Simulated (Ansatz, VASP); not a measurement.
**AlCo in two plane-wave programs**

One calculation is typed for both programs; each brings its own data sets. How far apart do they land? The cell is taken from a series of runs on this material, whose earlier steps may have relaxed, scaled, displaced or heated it; both programs get it as it stands.

Calculated with Ansatz 0.2.0; plane waves, with VASP 6.6.1 beside it; zone-centre phonons at PBE.

### 1. The starting structure

The structure is cubic, space group Pm-3m (No. 221). The conventional cell has a = 2.851 Å, b = 2.851 Å, c = 2.851 Å, α = 90.00°, β = 90.00°, γ = 90.00°. Nearest to Al lie 8 Co at 2.47 Å. Nearest to Co lie 8 Al at 2.47 Å. Farther neighbours are not listed.

### 2. Ansatz: zone-centre phonons, PBE

Ansatz runs on its PAW soft_1 files.

Second derivatives magnify differences that forces hide, and they need a tight electronic threshold.

The input, input.yaml:

```yaml
crystal:
  lattice:
    - [2.8514544588, 0.0, 0.0]
    - [0.0, 2.8514544588, 0.0]
    - [0.0, 0.0, 2.8514544588]
  atoms:
    - { symbol: Al, position: [0.0, 0.0, 0.0] }
    - { symbol: Co, position: [0.5, 0.5, 0.5] }
kpoints:
  mp_grid: { grid: [12, 12, 12] }
hamiltonian:
  xc: pbe
  pseudopotentials: { kind: paw, azcp: { folder: soft_1 } }
scf:
  occupations: { method: methfessel_paxton, width: 0.2 }
output:
  eigenvalues: true
phonons:
  method: dfpt
  qmesh: [4, 4, 4]
  temperatures: { t_max: 1000, t_step: 50 }
  qpath:
    path:
      - [[0.0, 0.0, 0.0], [0.0, 0.5, 0.0], [0.5, 0.5, 0.0], [0.0, 0.0, 0.0], [0.5, 0.5, 0.5], [0.0, 0.5, 0.0]]
      - [[0.5, 0.5, 0.5], [0.5, 0.5, 0.0]]
    npoints: 6
  electrical_resistivity:
    mesh: [20, 20, 20]
    temperatures: [20.0, 50.0, 80.0, 100.0, 150.0, 200.0, 273.0, 300.0, 400.0, 500.0, 600.0, 800.0]
  superconductivity: { mesh: [20, 20, 20] }
```

Run with:

```
$ ansatz run input.yaml --threads 16 --pin off --max-ram 92160MiB --backend cuda --events-out ev --progress --plain --runs-dir out --max-vram 78GiB
```

Numbers of over 12 decimals in the logs are rounded to 6 here.

The log of the run:

```text
Engine: ansatz 0.2.0, aarch64-unknown-linux-gnu
Pseudopotentials: kind: paw
Pseudopotential: Al, paw, valence charge 3, recommended cutoff 420 eV (normal), soft_1/Al.paw.azcp
Pseudopotential: Co, paw, valence charge 17, recommended cutoff 420 eV (normal), soft_1/Co.paw.azcp
Functional definition: PBE
  parameter kappa = 0.804
  parameter beta = 0.066725
  exchange = pbe_x(kappa = kappa, mu = beta*pi^2/3)
  correlation = pbe_c(beta = beta)
[...]
Crystal: 2 atoms, lattice volume = 23.185 Å³
Basis set: ecut = 420 eV, 461 PW (Γ), exchange–correlation on 40×40×40 points (8 copies of the dense FFT grid, shifted against one another)
Bands: 14, of which v1, the nominal top of the filled ones, is band 10 counted from 1 (9 counted from 0)
Symmetry: 48 space group operations
k-points: 84 of 1728
Non-local potential: Al, projectors of the file, l = 0: 2, l = 1: 2, l = 2: 1
Non-local potential: Co, projectors of the file, l = 0: 3, l = 1: 2, l = 2: 3, l = 3: 1
PAW form: soft (Blöchl's): semilocal exchange-correlation on the pseudo side does not see the compensation charge
PAW one-centre angular grid: Al, 110 points (default); XC on 64 Gauss nodes
PAW one-centre angular grid: Co, 590 points (default); XC on 64 Gauss nodes
Initial density: superposition of atomic densities (chi_scale 0.1, normalization cell, long waves kept (reshape's long-wave potential 0.00 eV rms))
Initial wavefunctions: pseudopotential atomic-orbital guess
[...]
Functional: x = pbe(κ = 0.804, μ = 0.219515), c = pbe(β = 0.066725)
SCF iter   1: F=—  HF=-5665.082595 eV  |F-HF|=—  |Δ(HF+E_count)|=         —  Δρ=8.95e-2  dr2=1.52e0  ethr=3.10e-3  ⟨swp⟩=4.0  Hψ=5388  notcnv=0
preconditioner: auto → none  [metal: Δε(μ)=0.020 eV  Ē_g=8.519 eV  σ=0.200 eV  W_gap=0.08  n_scr=6 (ndim 8)  ℏωp=26.7 eV  f_vac=0.000  D(μ)=1.00/eV (n_scr^D=6)  sad-step TF]
SCF iter   2: F=—  HF=-5665.072977 eV  |F-HF|=—  |Δ(HF+E_count)|=   9.62e-3  S|Δr|=    0.00e0  Δρ=8.51e-2  dr2=1.45e0  ethr=3.10e-3  ⟨swp⟩=1.5  Hψ=1898  notcnv=0
[...]
SCF iter   9: F=-5664.843709 eV  HF=-5664.843709 eV  |F-HF|=1.82e-12  |Δ(HF+E_count)|=  1.86e-10  S|Δr|=    0.00e0  Δρ=6.08e-8  dr2=3.20e-13  ethr=1.00e-12  ⟨swp⟩=3.8  Hψ=5363  notcnv=0
SCF 1 converged in 9 iterations: F = -5664.843709 eV  dr2 = 3.20e-13
  greatest PAW one-centre occupation: 1.000 electrons in one spin orbital (limit 2), on the Co atom at site 1 (counted from 0), in its partial waves of l = 1
[...]
iter 1 solved again at ethr=1.02e-8 eV; its pass at ethr=3.10e-3 eV (dr2=2.04e-6 eV) is discarded
SCF iter   1: F=—  HF=-5664.843709 eV  |F-HF|=—  |Δ(HF+E_count)|=         —  Δρ=2.62e-7  dr2=1.43e-11  ethr=1.02e-8  ⟨swp⟩=3.0  Hψ=8896  notcnv=0
eigensolver tolerance schedule: the retry pair's looser diagonalisation over-reported the residual by 142843.36 of it (diagonalisation noise at 0.89 of the residual, at the tolerance the schedule requests for it); recorded, not acted on — ethr = c·dr2/N_el stays at c = 1.0e-1
preconditioner: auto → none  [metal: Δε(μ)=0.007 eV  Ē_g=8.252 eV  σ=0.200 eV  W_gap=0.03  n_scr=6 (ndim 8)  ℏωp=26.7 eV  f_vac=0.000  D(μ)=0.91/eV (n_scr^D=6)]
SCF iter   2: F=-5664.843709 eV  HF=-5664.843709 eV  |F-HF|=7.28e-12  |Δ(HF+E_count)|=  7.88e-10  S|Δr|=    0.00e0  Δρ=2.22e-7  dr2=7.08e-12  ethr=1.00e-12  ⟨swp⟩=2.9  Hψ=5711  notcnv=0
SCF 2 converged in 2 iterations: F = -5664.843709 eV  dr2 = 7.08e-12
phonons: the bands overlap, so this run is a metal and interpolates without the dipole-dipole term. If the crystal is really an insulator or semiconductor, its LO-TO splitting is missing
[...]
NSCF: frozen V_eff on 84 k-points, pencils in batches of 32, up to order 56
[...]
NSCF: frozen V_eff on 84 k-points
[...]
SCF 3 converged in 9 iterations: F = -5664.843709 eV  dr2 = 3.23e-13
[...]
SCF converged after 9 iterations
[...]
Hall coefficient in a weak field at 50 K (a third of the trace): 4.770e-10 m³/C (how far it moves between the two finest meshes is not known); by each state's relaxation time: 3.669e-10 m³/C; by a constant relaxation time: 1.093e-10 m³/C
  mean free path at 80 K (of a tensor a third of its trace): 1132 nm by what each carries, 620 by the Fermi surface alone
  Hall coefficient in a weak field at 80 K (a third of the trace): 3.312e-10 m³/C (how far it moves between the two finest meshes is not known); by each state's relaxation time: 2.779e-10 m³/C; by a constant relaxation time: 1.100e-10 m³/C
  mean free path at 100 K (of a tensor a third of its trace): 556 nm by what each carries, 315 by the Fermi surface alone
  Hall coefficient in a weak field at 100 K (a third of the trace): 2.722e-10 m³/C (how far it moves between the two finest meshes is not known); by each state's relaxation time: 2.489e-10 m³/C; by a constant relaxation time: 1.103e-10 m³/C
  mean free path at 150 K (of a tensor a third of its trace): 193 nm by what each carries, 119 by the Fermi surface alone
  Hall coefficient in a weak field at 150 K (a third of the trace): 1.972e-10 m³/C (how far it moves between the two finest meshes is not known); by each state's relaxation time: 2.151e-10 m³/C; by a constant relaxation time: 1.112e-10 m³/C
  mean free path at 200 K (of a tensor a third of its trace): 109 nm by what each carries, 70.7 by the Fermi surface alone
  Hall coefficient in a weak field at 200 K (a third of the trace): 1.688e-10 m³/C (how far it moves between the two finest meshes is not known); by each state's relaxation time: 2.002e-10 m³/C; by a constant relaxation time: 1.122e-10 m³/C
  mean free path at 273 K (of a tensor a third of its trace): 66.8 nm by what each carries, 44.6 by the Fermi surface alone
  Hall coefficient in a weak field at 273 K (a third of the trace): 1.519e-10 m³/C (how far it moves between the two finest meshes is not known); by each state's relaxation time: 1.900e-10 m³/C; by a constant relaxation time: 1.141e-10 m³/C
  mean free path at 300 K (of a tensor a third of its trace): 58.8 nm by what each carries, 39.5 by the Fermi surface alone
  Hall coefficient in a weak field at 300 K (a third of the trace): 1.484e-10 m³/C (how far it moves between the two finest meshes is not known); by each state's relaxation time: 1.879e-10 m³/C; by a constant relaxation time: 1.149e-10 m³/C
  mean free path at 400 K (of a tensor a third of its trace): 41.8 nm by what each carries, 27.9 by the Fermi surface alone
  Hall coefficient in a weak field at 400 K (a third of the trace): 1.398e-10 m³/C (how far it moves between the two finest meshes is not known); by each state's relaxation time: 1.834e-10 m³/C; by a constant relaxation time: 1.184e-10 m³/C
  mean free path at 500 K (of a tensor a third of its trace): 33.2 nm by what each carries, 21.8 by the Fermi surface alone
  Hall coefficient in a weak field at 500 K (a third of the trace): 1.362e-10 m³/C (how far it moves between the two finest meshes is not known); by each state's relaxation time: 1.833e-10 m³/C; by a constant relaxation time: 1.227e-10 m³/C
  mean free path at 600 K (of a tensor a third of its trace): 28.0 nm by what each carries, 18.1 by the Fermi surface alone
  Hall coefficient in a weak field at 600 K (a third of the trace): 1.383e-10 m³/C (how far it moves between the two finest meshes is not known); by each state's relaxation time: 1.878e-10 m³/C; by a constant relaxation time: 1.279e-10 m³/C
  mean free path at 800 K (of a tensor a third of its trace): 21.8 nm by what each carries, 13.8 by the Fermi surface alone
  Hall coefficient in a weak field at 800 K (a third of the trace): 1.618e-10 m³/C (how far it moves between the two finest meshes is not known); by each state's relaxation time: 2.103e-10 m³/C; by a constant relaxation time: 1.402e-10 m³/C
  the resistivity times a path that all electrons share, by the Fermi surface of the deck's mesh alone (a third of the trace): 1.828e-15 Ω·m²
  not converged in the mesh (λ; λ_tr; the resistivity at 20 K by 9.68 %; the resistivity at 50 K by 34.48 %; the resistivity at 80 K by 44.77 %; the resistivity at 100 K by 48.29 %; the resistivity at 150 K by 51.82 %; the resistivity at 200 K by 52.71 %; the resistivity at 273 K by 52.91 %; the resistivity at 300 K by 52.93 %; the resistivity at 400 K by 53.06 %; the resistivity at 500 K by 53.47 %; the resistivity  [...]
  vibrations of 64 cells: unjudged by the run; compare a larger repeat
  the changes of the potential over all sites missed a rigid shift's by 0.00 % (the site terms' by 0.01 %)
  at the force constants' own smearing the fine mesh and the k-points of their solves give squared frequencies that differ by 2.0 % of the larger at the most, at (0, 0, -0.5)
[the section on superconductivity is kept apart]
```

[end of part 1 of 2]

[Lines on the potential files, build, host, timing and source positions are cut from VASP's logs without a mark.]

[Logs are printed without paths, hosts, clocks, repeated set-up lines and the standing remarks that a program may print on its own settings, such as how far it seeks lower states.]

[Hosts, paths, dates, database ids (printed as entryN), source tags and the programs' standing remarks are cut or masked in the printed files.]
